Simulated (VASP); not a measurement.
## GaSb (relaxed from the NiAs type structure, space group P6_3/mmc): computed properties

Method: PBEsol GGA, VASP's PBE PAW potentials (set 64) (plane waves; VASP).

For GaSb, the space group is P6_3/mmc (194) and the cell is a = b = 3.924 Å, c = 6.975 Å, α = β = 90.00°, γ = 120.00°. The volume per atom is 23.25 Å³/atom, the band gap (over mesh and band path) is none (metal, semimetal or under 0.01 eV) and the density is 6.84 g/cm³.

```xyz
4
Lattice="3.9241 0.0000 0.0000 -1.9621 3.3984 0.0000 0.0000 0.0000 6.9749" Properties=species:S:1:pos:R:3 pbc="T T T"
Ga     0.0000     0.0000     0.0000
Ga     0.0000     0.0000     3.4874
Sb     0.0000     2.2656     1.7437
Sb     1.9621     1.1328     5.2312
```

Unless said otherwise, spin-orbit coupling is left out, though it shifts the bands of the heavy elements here.

The structure was generated: GaSb was put into the NiAs type type (P6_3/mmc), which need not be its known phase. It was relaxed first, which changed the volume by +7 %. Symmetry was kept, so distortions that lower it aren't found.
